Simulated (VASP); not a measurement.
Calculation: PBE GGA, VASP's PBE PAW potentials (set 64) (plane waves; VASP).

Input for VASP

INCAR:
```
LMAXMIX  =  6   ! l cut-off of mixed one-centre charges
GGA  =  PE
LCHARG  =  .FALSE.
EDIFFG  =  -0.02   ! ionic stop
EDIFF  =  1E-6
LREAL  =  .FALSE.   ! projection in real space or not
SYSTEM  =  LaB6
ISIF  =  3   ! ions, shape and volume
NSW  =  40
PREC  =  Accurate
LWAVE  =  .FALSE.
NELM  =  100
ALGO  =  Normal
SIGMA  =  0.1   ! width (eV)
LASPH  =  .TRUE.   ! aspherical one-centre terms
ISMEAR  =  1
ENCUT  =  620
IBRION  =  2   ! conjugate gradients
```

**POSCAR**
```
LaB6
1.0
  4.1543229616   0.0000000000   0.0000000000
  0.0000000000   4.1543229616   0.0000000000
  0.0000000000   0.0000000000   4.1543229616
La B
1 6
Direct
  0.0000000000   0.0000000000   0.0000000000
  0.8002078772   0.5000000000   0.5000000000
  0.5000000000   0.1997921228   0.5000000000
  0.5000000000   0.8002078772   0.5000000000
  0.1997921228   0.5000000000   0.5000000000
  0.5000000000   0.5000000000   0.8002078772
  0.5000000000   0.5000000000   0.1997921228
```

### KPOINTS
```
kpoints
0
G
8 8 8
```

POTCAR, in this order: La B (PBE.64 set). Program: vasp_std.

Question: Predict the energy per atom (σ→0), band gap (on the k-mesh).

Answer: 
- energy per atom (σ→0): -7.009 eV/atom
- band gap (on the k-mesh): none (metal, semimetal or under 0.01 eV)

OSZICAR:
```
...
DAV:   9    -0.490805501185E+02    0.11547E+00   -0.30853E-01  2096   0.503E+00    0.670E-01
DAV:  10    -0.490605250724E+02    0.20025E-01   -0.23063E-01  2226   0.425E+00    0.131E-01
DAV:  11    -0.490608867287E+02   -0.36166E-03   -0.88015E-03  1948   0.808E-01    0.104E-01
DAV:  12    -0.490606413430E+02    0.24539E-03   -0.92846E-04  2344   0.288E-01    0.577E-02
DAV:  13    -0.490604779208E+02    0.16342E-03   -0.13693E-03  2142   0.346E-01    0.679E-03
DAV:  14    -0.490604817618E+02   -0.38409E-05   -0.57678E-05  1976   0.749E-02    0.386E-03
DAV:  15    -0.490604816235E+02    0.13821E-06   -0.20804E-06  1678   0.145E-02
   1 F= -.49060482E+02 E0= -.49060726E+02  d E =-.490605E+02
```

The compound is LaB6 in the cab6 structure. It was relaxed first. The electron count is odd and the run is not spin-polarised, which forces a metal.
